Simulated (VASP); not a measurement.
The input files of a VASP run:

**POSCAR**
```
PtSe2
1
    3.6676690000     0.0000000000     0.0000000000
   -1.8338350000     3.1762950000     0.0000000000
    0.0000000000     0.0000000000    16.9820380000
Pt Se
1 2
Direct
  0.0000000000   0.0000000000   0.5000000000
  0.3333330000   0.6666670000   0.5878000000
  0.6666670000   0.3333330000   0.4122000000
```

### KPOINTS
```
Automatic mesh
0
Gamma
1 1 1
0 0 0
```

### INCAR
```
! general
SYSTEM  = PtSe2
PREC    = Accurate
ENCUT   = 300
LREAL   = F
LASPH   = T

! electronic loop
EDIFF   = 1E-6
NELM    = 100
ALGO    = Normal
LMAXMIX = 6

! smearing
ISMEAR  = 1
SIGMA   = 0.05

! functional
GGA     = PE

! ions
ISIF    = 2

! output
LWAVE   = F
LCHARG  = F
```

POTCAR, in this order: Pt Se (PBE.64 set). Program: vasp_std.

Question: Translate this PBE calculation to Quantum ESPRESSO's pw.x.

Answer: One equivalent input (not run):
```
&CONTROL
  calculation = 'scf'
  pseudo_dir = './pseudo'
  outdir = './out'
  tprnfor = .true.
  tstress = .true.
/
&SYSTEM
  ibrav = 0
  nat = 3
  ntyp = 2
  ecutwfc = 86
  occupations = 'smearing'
  smearing = 'methfessel-paxton'
  degauss = 0.003675
  input_dft = 'pbe'
/
&ELECTRONS
  conv_thr = 7.3e-08
  electron_maxstep = 100
/
ATOMIC_SPECIES
  Pt 195.084 Pt.upf
  Se 78.971 Se.upf
CELL_PARAMETERS angstrom
     3.6676690    0.0000000    0.0000000
    -1.8338350    3.1762950    0.0000000
     0.0000000    0.0000000   16.9820380
ATOMIC_POSITIONS crystal
  Pt   0.0000000  0.0000000  0.5000000
  Se   0.3333330  0.6666670  0.5878000
  Se   0.6666670  0.3333330  0.4122000
K_POINTS automatic
  1 1 1 0 0 0
```
The two are equivalent in intent, not identical: the potentials are each code's own (VASP's PAW set, PseudoDojo norm-conserving files in pw.x), so ENCUT and ecutwfc are chosen apart and not converted; conv_thr bounds pw.x's estimated SCF error, while EDIFF bounds the energy change between steps.

The cell is a sheet with vacuum, built from a generated structure.
